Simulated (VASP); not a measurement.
Input for VASP

INCAR:
```
! general
SYSTEM   =  VN
PREC     =  Accurate
ENCUT    =  520   ! plane-wave cut-off (eV)
LREAL    =  .FALSE.
LASPH    =  .TRUE.   ! aspherical one-centre terms

! electronic loop
EDIFF    =  1E-6
NELM     =  100
ALGO     =  Normal
LMAXMIX  =  4

! smearing
ISMEAR   =  1   ! Methfessel-Paxton
SIGMA    =  0.1   ! width (eV)

! functional
GGA      =  PE   ! PBE
IVDW     =  11   ! D3, zero damping

! ions
IBRION   =  2   ! conjugate gradients
NSW      =  60
ISIF     =  3   ! ions, shape and volume
EDIFFG   =  -0.01   ! ionic stop

! output
LWAVE    =  .FALSE.
LCHARG   =  .FALSE.
```

KPOINTS:
```
K-points
0
gamma
14 14 14
0 0 0
```

POSCAR:
```
VN
1.0
  0.0000000000   2.0700000000   2.0700000000
  2.0700000000   0.0000000000   2.0700000000
  2.0700000000   2.0700000000   0.0000000000
V N
1 1
Cart
  0.0000000000   0.0000000000   0.0000000000
  2.0700000000   2.0700000000   2.0700000000
```

POTCAR, in this order: V_sv N (PBE.64 set). Program: vasp_std.

Problem. Write an equivalent input for Quantum ESPRESSO's pw.x.

Solution. One equivalent input (not run):
```
&CONTROL
  calculation = 'vc-relax'
  pseudo_dir = './pseudo'
  outdir = './out'
  tprnfor = .true.
  tstress = .true.
  nstep = 60
  forc_conv_thr = 0.00039
/
&SYSTEM
  ibrav = 0
  nat = 2
  ntyp = 2
  ecutwfc = 84
  occupations = 'smearing'
  smearing = 'methfessel-paxton'
  degauss = 0.00735
  input_dft = 'pbe'
  vdw_corr = 'grimme-d3'
  dftd3_version = 3
  dftd3_threebody = .false.
/
&ELECTRONS
  conv_thr = 7.3e-08
  electron_maxstep = 100
/
&IONS
/
&CELL
/
ATOMIC_SPECIES
  V 50.941 V.upf
  N 14.007 N.upf
CELL_PARAMETERS angstrom
     0.0000000    2.0700000    2.0700000
     2.0700000    0.0000000    2.0700000
     2.0700000    2.0700000    0.0000000
ATOMIC_POSITIONS crystal
  V    0.0000000  0.0000000  0.0000000
  N    0.5000000  0.5000000  0.5000000
K_POINTS automatic
  14 14 14 0 0 0
```
Limits of the translation: the potentials are each code's own (VASP's PAW set, PseudoDojo norm-conserving files in pw.x), so ENCUT and ecutwfc are chosen apart and not converted; conv_thr bounds pw.x's estimated SCF error, while EDIFF bounds the energy change between steps; forc_conv_thr acts on force components and is met together with etot_conv_thr.

The compound is VN in the rock salt structure, which distorts at low temperature. This run relaxes it. Symmetry was kept, so distortions that lower it aren't found.
